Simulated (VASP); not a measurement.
BeTe (relaxed from the layer:h-BN structure): computed properties

All values below come from r2SCAN meta-GGA, VASP's PBE PAW potentials (set 64) (plane waves; VASP).

For BeTe, the space group is P-6m2 (187), the cell is a = b = 4.023 Å, c = 14.891 Å, α = β = 90.00°, γ = 120.00° and the band gap (over mesh and band path) is 3.58 eV. The smallest direct gap (over mesh and band path) is 3.58 eV and the band-edge character is direct, K to K.

```
CELL_PARAMETERS angstrom
      4.02313     0.00000     0.00000
     -2.01157     3.48413     0.00000
      0.00000     0.00000    14.89051
ATOMIC_POSITIONS crystal
  Be 0.66667 0.33333 0.50000
  Te 0.33333 0.66667 0.50000
```

The cell holds vacuum, so volume and density refer to the whole cell. The cell holds a wide vacuum, so values per volume refer to the whole cell. Unless said otherwise, spin-orbit coupling is left out, though it shifts the bands of the heavy elements here.

The cell is a sheet with vacuum, built from a generated structure.
